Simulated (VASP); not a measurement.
HfIn4SiO6:

```xyz
12
Lattice="2.7160 -4.7033 0.0045 2.7160 4.7033 0.0045 -1.8631 0.0000 7.4041" Properties=species:S:1:pos:R:3 pbc="T T T"
Hf    2.7160    2.7768    0.0045
In    1.7845    1.2098    3.7066
In    2.7160   -0.3586    0.0045
In    1.7845    4.3741    3.7066
In    1.7845   -1.9666    3.7066
Si    2.7160   -3.4942    0.0045
O    -1.1351   -0.1798    6.4177
O     4.7040   -0.1798    0.9954
O     1.6933   -2.1708    6.4226
O     1.8757   -2.1708    0.9906
O     1.5632    1.2736    0.9906
O     2.0058    1.2736    6.4226
```

The cell was built by a generator and needn't be a form met in nature.

- Program: VASP 6.6.1
- Task: single point
- Functional: PBE
- Potentials or basis: VASP PAW PBE potentials, release 64 (Hf_pv, In_d, Si, O)
- Cutoff: 520 eV
- k mesh: 6 × 6 × 4
- Occupations: fermi-dirac, width 0.05 eV
- Spin: no spin polarisation

On this cell: pressure -0.4 GPa; largest force 0.132 eV/Å; band gap on the k mesh none (metal or under the smearing width).

The same run follows on a disturbed copy (atoms moved at random, drawn with an rms of 0.05 Å):

```
Hf In Si O
1.0
     2.71603   -4.70332    0.00448
     2.71603    4.70332    0.00448
    -1.86309    0.00000    7.40415
Hf In Si O
1 4 1 6
Direct
  0.21457 0.79402 0.00787
  0.35778 0.63418 0.49926
  0.53348 0.45852 0.99591
  0.03478 0.96645 0.50237
  0.70285 0.28712 0.49763
  0.86373 0.12199 0.00215
  0.10038 0.06482 0.85883
  0.92263 0.89483 0.13392
  0.84098 0.38353 0.86014
  0.62759 0.15745 0.12992
  0.19101 0.46644 0.13970
  0.52878 0.80229 0.86781
```

Problem. What changes?

Solution. The energy (extrapolated to zero smearing) moves by +15.7 meV/atom; pressure -0.9 GPa; largest force 1.350 eV/Å; band gap on the k mesh none (metal or under the smearing width).

Forces in eV/Å, atoms in the order of the input:
```
Hf  -0.712  1.083 -0.376
In   0.001 -0.237  0.014
In  -0.033 -0.301 -0.235
In  -0.091  0.158  0.074
In   0.073  0.069  0.154
Si   0.857 -0.417 -0.669
O   -0.019 -0.344  0.958
O    0.143 -0.811 -0.207
O    0.013 -0.154  0.649
O   -0.243  0.806  0.413
O    0.352  0.012 -0.516
O   -0.340  0.135 -0.260
```

Stress tensor (GPa, compression positive):
```
-0.79 -0.06  0.47
-0.06 -0.31  0.39
 0.47  0.39 -1.64
```
